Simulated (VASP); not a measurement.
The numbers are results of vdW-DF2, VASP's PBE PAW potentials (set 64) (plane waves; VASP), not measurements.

A VASP calculation is set up with these files.

File KPOINTS:
```
Automatic mesh
0
Gamma
10 10 4
0 0 0
```

### INCAR
```
SYSTEM=BN
PREC=Accurate; ENCUT=520; LREAL=F
LASPH=T
EDIFF=1E-7; NELM=100; ALGO=Normal
ISMEAR=0; SIGMA=0.05
GGA=ML; LUSE_VDW=T; AGGAC=0.0
ZAB_VDW=-1.8867
IBRION=2; NSW=30; ISIF=4
EDIFFG=-0.01
LWAVE=F; LCHARG=F
```

File POSCAR:
```
BN
1.0
  1.2852499223  -2.2261185704   0.0000000000
  1.2852499223   2.2261185704   0.0000000000
  0.0000000000   0.0000000000   7.0593596751
B N
2 2
Cartesian
  1.2852499223   0.7420410075   1.7648399188
  1.2852499223  -0.7420410075   5.2945197563
  1.2852499223  -0.7420410075   1.7648399188
  1.2852499223   0.7420410075   5.2945197563
```

POTCAR, in this order: B N (PBE.64 set). Program: vasp_std.

What VASP printed:

### OUTCAR
```
 ion  position               nearest neighbor table
   1  0.333  0.667  0.250-   3 1.48   3 1.48   3 1.48
   2  0.667  0.333  0.750-   4 1.48   4 1.48   4 1.48
   3  0.667  0.333  0.250-   1 1.48   1 1.48   1 1.48
   4  0.333  0.667  0.750-   2 1.48   2 1.48   2 1.48
  LATTYP: Found a hexagonal cell.
 ALAT       =     2.5705001950
 C/A-ratio  =     2.7462980508
 Subroutine PRICEL returns:
 Original cell was already a primitive cell.
 Subroutine GETGRP returns: Found 24 space group operations
The static configuration has the point symmetry D_3d.
 The point group associated with its full space group is D_6h.
The dynamic configuration has the point symmetry D_3d.
 Subroutine INISYM returns: Found 24 space group operations
 Subroutine IBZKPT returns following result:
 Found     42 irreducible k-points:

 Following reciprocal coordinates:
            Coordinates               Weight
  0.000000  0.000000  0.000000      1.000000
  0.100000  0.000000  0.000000      6.000000
  0.200000  0.000000  0.000000      6.000000
  0.300000  0.000000  0.000000      6.000000
  0.400000  0.000000  0.000000      6.000000
...
```

### OSZICAR
```
       N       E                     dE             d eps       ncg     rms          rms(c)
DAV:   1     0.710676095644E+02    0.71068E+02   -0.82180E+03  1008   0.121E+03
DAV:   2    -0.289226595996E+02   -0.99990E+02   -0.92902E+02  1472   0.260E+02
DAV:   3    -0.337578324974E+02   -0.48352E+01   -0.48074E+01  1280   0.613E+01
DAV:   4    -0.338142862845E+02   -0.56454E-01   -0.56416E-01  1236   0.703E+00
DAV:   5    -0.338153153964E+02   -0.10291E-02   -0.10285E-02  1280   0.953E-01    0.118E+01
DAV:   6    -0.301770588733E+02    0.36383E+01   -0.11711E+01  1140   0.280E+01    0.467E+00
DAV:   7    -0.299880724544E+02    0.18899E+00   -0.48518E-01  1228   0.661E+00    0.309E+00
DAV:   8    -0.299102581152E+02    0.77814E-01   -0.54656E-01  1184   0.532E+00    0.493E-01
DAV:   9    -0.299012337505E+02    0.90244E-02   -0.22648E-02  1232   0.131E+00    0.235E-01
DAV:  10    -0.299017003650E+02   -0.46661E-03   -0.25583E-03  1248   0.555E-01    0.575E-02
DAV:  11    -0.299017173144E+02   -0.16949E-04   -0.37785E-04  1276   0.173E-01    0.310E-02
DAV:  12    -0.299017109108E+02    0.64036E-05   -0.10258E-04  1240   0.940E-02    0.551E-03
DAV:  13    -0.299017108991E+02    0.11624E-07   -0.22816E-06  1304   0.157E-02    0.182E-03
DAV:  14    -0.299017107844E+02    0.11471E-06   -0.68581E-07  1232   0.755E-03    0.873E-04
DAV:  15    -0.299017106785E+02    0.10598E-06   -0.79255E-08   784   0.247E-03    0.307E-04
DAV:  16    -0.299017107078E+02   -0.29314E-07   -0.14548E-08   700   0.106E-03
   1 F= -.29901711E+02 E0= -.29901711E+02  d E =-.299017E+02
       N       E                     dE             d eps       ncg     rms          rms(c)
DAV:   1    -0.301930453042E+02   -0.29133E+00   -0.96096E+00  1008   0.276E+01    0.194E+00
DAV:   2    -0.300448434598E+02    0.14820E+00   -0.16412E-01  1212   0.361E+00    0.110E+00
DAV:   3    -0.299817995933E+02    0.63044E-01   -0.13544E-01  1220   0.264E+00    0.323E-01
DAV:   4    -0.299798868562E+02    0.19127E-02   -0.11948E-02  1252   0.981E-01    0.132E-01
DAV:   5    -0.299795150062E+02    0.37185E-03   -0.48794E-03  1240   0.577E-01    0.957E-02
DAV:   6    -0.299792574615E+02    0.25754E-03   -0.98481E-04  1184   0.269E-01    0.893E-03
DAV:   7    -0.299792553865E+02    0.20749E-05   -0.24028E-05  1256   0.477E-02    0.520E-03
DAV:   8    -0.299792551487E+02    0.23788E-06   -0.57812E-07  1224   0.778E-03    0.316E-03
DAV:   9    -0.299792548420E+02    0.30664E-06   -0.54233E-07  1256   0.579E-03    0.307E-04
DAV:  10    -0.299792548717E+02   -0.29679E-07   -0.22971E-08   712   0.133E-03
   2 F= -.29979255E+02 E0= -.29979255E+02  d E =-.775442E-01
       N       E                     dE             d eps       ncg     rms          rms(c)
DAV:   1    -0.299806641806E+02   -0.14093E-02   -0.48553E-02  1012   0.198E+00    0.139E-01
DAV:   2    -0.299799104297E+02    0.75375E-03   -0.89531E-04  1228   0.260E-01    0.782E-02
DAV:   3    -0.299796050720E+02    0.30536E-03   -0.58728E-04  1228   0.174E-01    0.227E-02
DAV:   4    -0.299795938548E+02    0.11217E-04   -0.39769E-05  1280   0.558E-02    0.645E-03
DAV:   5    -0.299795931849E+02    0.66985E-06   -0.11295E-05  1240   0.289E-02    0.586E-03
DAV:   6    -0.299795926045E+02    0.58039E-06   -0.32279E-06  1196   0.153E-02    0.335E-04
DAV:   7    -0.299795925622E+02    0.42372E-07   -0.90275E-08   796   0.292E-03
   3 F= -.29979593E+02 E0= -.29979593E+02  d E =-.778819E-01
```

File OUTCAR:
```
------------------------ aborting loop because EDIFF is reached ----------------------------------------
  FORCE on cell =-STRESS in cart. coord.  units (eV):
  Direction    XX          YY          ZZ          XY          YZ          ZX
  --------------------------------------------------------------------------------------
  Total       -0.3173918     -0.3173919     -0.3259517     -0.0000000     -0.0000000      0.0000000
  in kB      -12.5885328    -12.5885368    -12.9280383     -0.0000000     -0.0000000      0.0000000
  external PRESSURE =     -12.7017026 kB  Pullay stress =       0.0000000 kB
  volume of cell :       40.40
      direct lattice vectors                 reciprocal lattice vectors
     1.262155410 -2.186117648  0.000000000     0.396147730 -0.228715962 -0.000000000
     1.262155410  2.186117648  0.000000000     0.396147730  0.228715962 -0.000000000
     0.000000000  0.000000000  7.320063110    -0.000000000  0.000000000  0.136610844
  FREE ENERGIE OF THE ION-ELECTRON SYSTEM (eV)
  ---------------------------------------------------
  free  energy   TOTEN  =       -29.9795925622 eV

  energy  without entropy=      -29.9795925622  energy(sigma->0) =      -29.97959256

 reached required accuracy - stopping structural energy minimisation
```
(Selected blocks of OUTCAR.)

CONTCAR:
```
BN
   1.00000000000000
     1.2621554097068699   -2.1861176482537235    0.0000000000000000
     1.2621554097068699    2.1861176482537235    0.0000000000000000
     0.0000000000000000    0.0000000000000000    7.3200631098475233
  B               N
     2     2
Direct
     0.3333330000000032    0.6666669999999968    0.2500000000000000
     0.6666669999999968    0.3333330000000032    0.7500000000000000
     0.6666669999999968    0.3333330000000032    0.2500000000000000
     0.3333330000000032    0.6666669999999968    0.7500000000000000
```

The compound is BN in the hex structure. This cell is one point of a volume scan, at 1.06 of the reference volume. Symmetry was kept, so distortions that lower it aren't found.
